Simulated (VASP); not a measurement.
The system is SiB.

```
Si B
1.0
     6.39690    0.00000    0.00000
    -3.19845    5.53988    0.00000
     0.00000    0.00000   11.70544
Si B
16 16
Direct
  0.00000 0.00000 0.35136
  0.00000 0.00000 0.85136
  0.00000 0.50000 0.35136
  0.00000 0.50000 0.85136
  0.50000 0.00000 0.35136
  0.50000 0.00000 0.85136
  0.50000 0.50000 0.35136
  0.50000 0.50000 0.85136
  0.00000 0.00000 0.14864
  0.00000 0.00000 0.64864
  0.00000 0.50000 0.14864
  0.00000 0.50000 0.64864
  0.50000 0.00000 0.14864
  0.50000 0.00000 0.64864
  0.50000 0.50000 0.14864
  0.50000 0.50000 0.64864
  0.33333 0.16667 0.43002
  0.33333 0.16667 0.93002
  0.33333 0.66667 0.43002
  0.33333 0.66667 0.93002
  0.83333 0.16667 0.43002
  0.83333 0.16667 0.93002
  0.83333 0.66667 0.43002
  0.83333 0.66667 0.93002
  0.33333 0.16667 0.06998
  0.33333 0.16667 0.56998
  0.33333 0.66667 0.06998
  0.33333 0.66667 0.56998
  0.83333 0.16667 0.06998
  0.83333 0.16667 0.56998
  0.83333 0.66667 0.06998
  0.83333 0.66667 0.56998
```

The cell was built by a generator and needn't be a form met in nature.

```yaml
Program: VASP 6.6.1
Task: phonon dispersion
Functional: PBE
Potentials_or_basis: VASP PAW PBE potentials, release 64 (Si, B)
Cutoff: 520 eV
k_mesh: 4 × 4 × 2
Occupations: gaussian, width 0.1 eV
Spin: no spin polarisation
Long-range_dipole_term: no
Supercell_matrix: "[2, 0, 0, 0, 2, 0, 0, 0, 2]"
Further_INCAR_settings: LREAL = Auto; ALGO = Normal; EDIFF = 1e-07; IBRION = 6; POTIM = 0.015; NSW = 1
```

Task: Is this structure dynamically stable at this level, and how far does the spectrum reach?

Result: Yes, as far as this q mesh shows: no mode on the path is imaginary. The highest frequency is 1014 cm⁻¹.

Phonon frequencies at the corners of the path (cm⁻¹, interpolated; i marks imaginary ones):
| point | frequencies |
| --- | --- |
| Γ | 0 0 0 189 189 372 444 484 484 487 487 1014 |
| M | 144 155 222 275 277 395 410 527 535 544 591 946 |
| K | 163 173 215 289 292 377 425 526 551 572 577 936 |
| A | 127 127 140 140 231 305 462 462 473 473 520 973 |
| L | 188 190 191 194 316 328 411 488 507 561 566 958 |
| H | 176 178 203 226 319 324 406 525 537 545 550 956 |

A q mesh this small can miss soft modes between its points.
